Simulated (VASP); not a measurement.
An input for Ansatz (written as the equivalent of a VASP run, and not itself run):

Ansatz 0.2 input:
```yaml
crystal:
  lattice:
    - [-1.6082848, 1.6082848, 1.6082848]
    - [1.6082848, -1.6082848, 1.6082848]
    - [1.6082848, 1.6082848, -1.6082848]
  atoms:
    - { symbol: Nb, position: [0.0000000, 0.0000000, 0.0000000] }
kpoints:
  mp_grid: { grid: [16, 16, 16] }
hamiltonian:
  xc: pbesol
  pseudopotentials: { kind: paw }
scf:
  occupations: { method: methfessel_paxton, width: 0.1 }
  max_iter: 100
relax:
  max_steps: 40
  f_tol: 0.02
  cell: { p_target: 10 }
output: { forces: true, stress: true, eigenvalues: true }
```

Translate this input to VASP (INCAR, KPOINTS, POSCAR, choice of POTCAR).

This is not unique; one that fits is 
### POSCAR
```
Nb
1
   -1.6082847738     1.6082847738     1.6082847738
    1.6082847738    -1.6082847738     1.6082847738
    1.6082847738     1.6082847738    -1.6082847738
Nb
1
Direct
  0.0000000000   0.0000000000   0.0000000000
```

File KPOINTS:
```
Automatic mesh
0
Gamma
16 16 16
0 0 0
```

**INCAR**
```
# general
SYSTEM   =  Nb
PREC     =  Accurate
ENCUT    =  500
LREAL    =  F
LASPH    =  T

# electronic loop
EDIFF    =  1E-6
NELM     =  100
ALGO     =  Normal
LMAXMIX  =  4

# smearing
ISMEAR   =  1
SIGMA    =  0.1

# functional
GGA      =  PS

# ions
IBRION   =  2
NSW      =  40
ISIF     =  3
EDIFFG   =  -0.02
PSTRESS  =  100

# output
LWAVE    =  F
LCHARG   =  F
```

POTCAR, in this order: Nb_sv (PBE.64 set). Program: vasp_std.

The two are equivalent in intent, not identical: each code has its own PAW files, so the cut-off isn't converted (ENCUT is set for VASP's; basis.ecutwfc is left out, and Ansatz then takes the one that its files recommend); Ansatz stops its SCF on the density residual and VASP on the energy change (EDIFF).

The compound is Nb in the bcc structure. It was relaxed first under an external pressure of 10 GPa.
